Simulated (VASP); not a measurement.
An input for Ansatz (written as the equivalent of a VASP run, and not itself run):

Ansatz 0.2 input:
```yaml
crystal:
  lattice:
    - [4.2765678, 0.0000000, 0.0000000]
    - [0.0000000, 4.2765678, 0.0000000]
    - [0.0000000, 0.0000000, 4.2765678]
  atoms:
    - { symbol: Zr, position: [0.0000000, 0.5000000, 0.5000000] }
    - { symbol: Zr, position: [0.5000000, 0.0000000, 0.5000000] }
    - { symbol: Zr, position: [0.5000000, 0.5000000, 0.0000000] }
    - { symbol: Pt, position: [0.0000000, 0.0000000, 0.0000000] }
kpoints:
  mp_grid: { grid: [7, 7, 7] }
hamiltonian:
  xc: pbesol
  pseudopotentials: { kind: paw }
scf:
  occupations: { method: methfessel_paxton, width: 0.1 }
  max_iter: 100
relax:
  max_steps: 60
  f_tol: 0.02
  cell: {}
output: { forces: true, stress: true, eigenvalues: true }
```

**Question.** Write the VASP files for the same calculation (PBEsol).

**Answer.** One answer among several that fit: 
### INCAR
```
ALGO = Normal
EDIFF = 1E-6
EDIFFG = -0.02
ENCUT = 400
GGA = PS
IBRION = 2
ISIF = 3
ISMEAR = 1
LASPH = .True.
LCHARG = .False.
LMAXMIX = 6
LREAL = .False.
LWAVE = .False.
NELM = 100
NSW = 60
PREC = Accurate
SIGMA = 0.1
SYSTEM = Zr3Pt
```

File POSCAR:
```
Zr3Pt
1.0
  4.2765678007   0.0000000000   0.0000000000
  0.0000000000   4.2765678007   0.0000000000
  0.0000000000   0.0000000000   4.2765678007
Zr Pt
3 1
Cart
  0.0000000000   2.1382839003   2.1382839003
  2.1382839003   0.0000000000   2.1382839003
  2.1382839003   2.1382839003   0.0000000000
  0.0000000000   0.0000000000   0.0000000000
```

KPOINTS:
```
Automatic mesh
0
Gamma
7 7 7
0 0 0
```

POTCAR, in this order: Zr_sv Pt (PBE.64 set). Program: vasp_std.

What does not carry over: each code has its own PAW files, so the cut-off isn't converted (ENCUT is set for VASP's; basis.ecutwfc is left out, and Ansatz then takes the one that its files recommend); Ansatz stops its SCF on the density residual and VASP on the energy change (EDIFF).

The structure comes from a computed database's Zr3Pt entry (Pm-3m); how it stands against other phases isn't given here. It was relaxed first, which changed the volume by -5 %. The start is the result of an earlier pass.
